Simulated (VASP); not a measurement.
Input for VASP

File POSCAR:
```
CdSe
1.0
  0.0000000000   3.0909631864   3.0909631864
  3.0909631864   0.0000000000   3.0909631864
  3.0909631864   3.0909631864   0.0000000000
Cd Se
1 1
Cart
  0.0000000000   0.0000000000   0.0000000000
  1.5454815932   1.5454815932   1.5454815932
```

**INCAR**
```
! general
SYSTEM  = CdSe
PREC    = Accurate
ENCUT   = 520
LREAL   = .FALSE.
LASPH   = .TRUE.

! electronic loop
EDIFF   = 1E-7
NELM    = 100
ALGO    = Normal
LMAXMIX = 4

! smearing
ISMEAR  = 0
SIGMA   = 0.05

! functional
GGA     = PE
IVDW    = 11

! ions
ISIF    = 2

! output
LWAVE   = .FALSE.
LCHARG  = .FALSE.
```

KPOINTS:
```
Automatic mesh
0
Gamma
8 8 8
0 0 0
```

POTCAR, in this order: Cd Se (PBE.64 set). Program: vasp_std.

### Question
Translate this PBE-D3 (zero damping) calculation to Quantum ESPRESSO's pw.x.

### Answer
One equivalent input (not run):
```
&CONTROL
  calculation = 'scf'
  pseudo_dir = './pseudo'
  outdir = './out'
  tprnfor = .true.
  tstress = .true.
/
&SYSTEM
  ibrav = 0
  nat = 2
  ntyp = 2
  ecutwfc = 102
  occupations = 'smearing'
  smearing = 'gaussian'
  degauss = 0.003675
  input_dft = 'pbe'
  vdw_corr = 'grimme-d3'
  dftd3_version = 3
  dftd3_threebody = .false.
/
&ELECTRONS
  conv_thr = 7.3e-09
  electron_maxstep = 100
/
ATOMIC_SPECIES
  Cd 112.414 Cd.upf
  Se 78.971 Se.upf
CELL_PARAMETERS angstrom
     0.0000000    3.0909632    3.0909632
     3.0909632    0.0000000    3.0909632
     3.0909632    3.0909632    0.0000000
ATOMIC_POSITIONS crystal
  Cd   0.0000000  0.0000000  0.0000000
  Se   0.2500000  0.2500000  0.2500000
K_POINTS automatic
  8 8 8 0 0 0
```
Limits of the translation: the potentials are each code's own (VASP's PAW set, PseudoDojo norm-conserving files in pw.x), so ENCUT and ecutwfc are chosen apart and not converted; conv_thr bounds pw.x's estimated SCF error, while EDIFF bounds the energy change between steps.

The compound is CdSe in the zinc blende structure, whereas wurtzite is the usual form. This cell is one point of a volume scan, at 1.03 of the reference volume.
